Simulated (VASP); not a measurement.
Here is a VASP 6.6.1 calculation.

File INCAR:

```
SYSTEM = Li
PREC = Accurate
ENCUT = 600
EDIFF = 1E-7
ISMEAR = 0
SIGMA = 0.1
LREAL = .FALSE.
LASPH = .TRUE.
NELM = 60
ALGO = Fast
ISIF = 3
LWAVE = .FALSE.
LCHARG = .FALSE.
GGA = PE
IVDW = 12
IBRION = 2
NSW = 100
EDIFFG = -0.005
```

Contents of KPOINTS:

```
Automatic mesh
0
G
  16 16 16
  0 0 0
```

The input POSCAR:

```
Li
1.0
   -1.7546500000      1.7546500000      1.7546500000
    1.7546500000     -1.7546500000      1.7546500000
    1.7546500000      1.7546500000     -1.7546500000
Li
1
Direct
    0.0000000000      0.0000000000      0.0000000000
```

Potentials or basis: VASP PAW PBE potentials, release 64 (Li_sv).

Run with:

```bash
$ cat potpaw_PBE.64/Li_sv/POTCAR > POTCAR
$ mpirun -np 1 vasp_std > vasp.out
```

(1) Estimate the relaxed cell.

(2) What does it give for the band gap on the k mesh?

Answers

(1) a = 2.864 Å, b = 2.864 Å, c = 2.864 Å, α = 109.47°, β = 109.47°, γ = 109.47°.

(2) none (metal or under the smearing width).
